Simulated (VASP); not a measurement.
Data:

```yaml
crystal:
  lattice:
    - [-2.68062, 2.68062, 5.21497]
    - [2.68062, -2.68062, 5.21497]
    - [2.68062, 2.68062, -5.21497]
  atoms:
    - { symbol: Zn, position: [0.00000, 0.00000, 0.00000] }
    - { symbol: Zn, position: [0.75000, 0.25000, 0.50000] }
    - { symbol: Si, position: [0.50000, 0.50000, 0.00000] }
    - { symbol: Si, position: [0.25000, 0.75000, 0.50000] }
    - { symbol: P, position: [0.87500, 0.85996, 0.48496] }
    - { symbol: P, position: [0.14004, 0.62500, 0.01504] }
    - { symbol: P, position: [0.37500, 0.39004, 0.51504] }
    - { symbol: P, position: [0.60996, 0.12500, 0.98496] }
```

Level of theory: PBEsol GGA, VASP's PBE PAW potentials (set 64) (plane waves; VASP). Numerical set-up: 400 eV cut-off, Gaussian smearing of 0.050 eV, potentials Zn Si P.

Q: Give the energies of bands 17 to 30 at the high-symmetry points, in eV from the valence-band maximum.

A: 
| band | Γ | X | P | N | M | S | R |
|---|---|---|---|---|---|---|---|
| 17 | -4.90 | -5.09 | -5.70 | -4.58 | -3.89 | -4.54 | -5.07 |
| 18 | -4.41 | -5.09 | -5.70 | -4.49 | -3.89 | -4.37 | -5.07 |
| 19 | -4.41 | -3.81 | -2.95 | -4.20 | -3.66 | -4.03 | -3.74 |
| 20 | -4.10 | -3.81 | -2.95 | -3.95 | -3.66 | -3.43 | -3.74 |
| 21 | -3.63 | -1.87 | -2.23 | -3.04 | -2.23 | -3.37 | -2.28 |
| 22 | -2.45 | -1.87 | -2.23 | -2.78 | -2.23 | -3.00 | -2.28 |
| 23 | -2.45 | -1.08 | -1.10 | -2.24 | -1.94 | -2.28 | -1.20 |
| 24 | -0.14 | -1.08 | -1.10 | -1.82 | -1.94 | -2.09 | -1.20 |
| 25 | -0.14 | -0.59 | -0.95 | -1.52 | -1.19 | -1.05 | -0.95 |
| 26 | 0.00 | -0.59 | -0.95 | -0.84 | -1.19 | -0.63 | -0.95 |
| 27 | 1.15 | 1.92 | 2.64 | 2.69 | 1.37 | 1.53 | 2.26 |
| 28 | 1.76 | 1.92 | 2.64 | 2.80 | 1.37 | 2.78 | 2.26 |
| 29 | 2.61 | 3.06 | 2.91 | 2.96 | 1.58 | 2.87 | 3.44 |
| 30 | 3.26 | 3.06 | 2.91 | 4.12 | 1.58 | 3.09 | 3.44 |

The gap is direct, 1.15 eV, from the valence maximum at Γ to the conduction minimum at Γ.

The compound is ZnSiP2 in the chalcopyrite structure. It was relaxed first.
